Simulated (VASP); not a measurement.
Computed with r2SCAN meta-GGA, VASP's PBE PAW potentials (set 64) (plane waves; VASP).

Input for VASP

### KPOINTS
```
Automatic mesh
0
Gamma
16 16 16
0 0 0
```

KPOINTS_OPT:
```
k-points along high-symmetry lines
10
Line-mode
Reciprocal
  0.000000   0.000000   0.000000 ! GAMMA
  0.500000   0.000000   0.500000 ! X

  0.500000   0.000000   0.500000 ! X
  0.625000   0.250000   0.625000 ! U

  0.375000   0.375000   0.750000 ! K
  0.000000   0.000000   0.000000 ! GAMMA

  0.000000   0.000000   0.000000 ! GAMMA
  0.500000   0.500000   0.500000 ! L

  0.500000   0.500000   0.500000 ! L
  0.500000   0.250000   0.750000 ! W

  0.500000   0.250000   0.750000 ! W
  0.500000   0.000000   0.500000 ! X
```

**INCAR**
```
SYSTEM  =  Cd
PREC  =  Accurate; ENCUT  =  400; LREAL  =  F
LASPH  =  T
EDIFF  =  1E-7; NELM  =  100; ALGO  =  Normal
LMAXMIX  =  4; LMIXTAU  =  T
ISMEAR  =  -5
METAGGA  =  R2SCAN
ISIF  =  2
LWAVE  =  F; LCHARG  =  F; LORBIT  =  11
NEDOS  =  601
```

POSCAR:
```
Cd
3.1169110
  0.0000000000   0.7071068575   0.7071068575
  0.7071068575   0.0000000000   0.7071068575
  0.7071068575   0.7071068575   0.0000000000
Cd
1
Direct
  0.0000000000   0.0000000000   0.0000000000
```

POTCAR, in this order: Cd (PBE.64 set). Program: vasp_std.

What will the output report for the number of irreducible k-points (NKPTS), number of bands (NBANDS), largest plane-wave count, number of space-group operations, FFT grid (NGX, NGY, NGZ)?

```
Property                                      Result
--------------------------------------  ------------
number of irreducible k-points (NKPTS)           145
number of bands (NBANDS)                          10
largest plane-wave count                         399
number of space-group operations                  48
FFT grid (NGX, NGY, NGZ)                20 × 20 × 20
```

The structure was generated: Cd was put into the fcc type (Fm-3m), which need not be its known phase. It was relaxed first.
